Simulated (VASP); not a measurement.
Runs of VASP 6.6.1 on TiB2. It takes space group P6/mmm (No. 191, hexagonal). The conventional cell has a = 3.029 Å, b = 3.029 Å, c = 3.228 Å, α = 90.00°, β = 90.00°, γ = 120.00°. Ti (site symmetry 6/mmm) has 12 B at 2.38 Å as nearest neighbours. B (site symmetry -6m2) is surrounded by 3 B at 1.75 Å. 

```csv
k mesh,cutoff (eV),mesh quality,gap on the mesh (eV),pressure (GPa)
12 × 12 × 10,350,not flagged,none,-
3 × 3 × 4,520,coarse,none,(a)
12 × 12 × 10,700,not flagged,none,0.4
21 × 21 × 18,520,not flagged,none,0.4
12 × 12 × 10,520,not flagged,none,0.4
9 × 9 × 8,520,not flagged,none,0.5
12 × 12 × 10,450,not flagged,none,0.3
6 × 6 × 4,520,coarse,none,0.6
9 × 9 × 6,520,not flagged,none,0.4
18 × 18 × 14,520,not flagged,none,0.4
12 × 12 × 10,400,not flagged,none,(b)
12 × 12 × 10,600,not flagged,none,0.4
```

Alike in all rows: task single point; level PBE; potentials or basis VASP PAW PBE potentials, release 64 (Ti_sv, B); no spin polarisation; cell as given; smearing gaussian 0.1 eV.

Task: Estimate the missing entries.

Result: (a) -0.5; (b) 0.1.

Caveats: some runs use coarse meshes; the cutoff is under 1.25 times the usual one of these potentials, so pressure, stress and relaxed cells hold a basis-set (Pulay) error (some runs).

A k mesh can miss the band edges.

A gap of «none» marks a metal or a gap under the smearing width.

Not every run made on this cell is shown here.
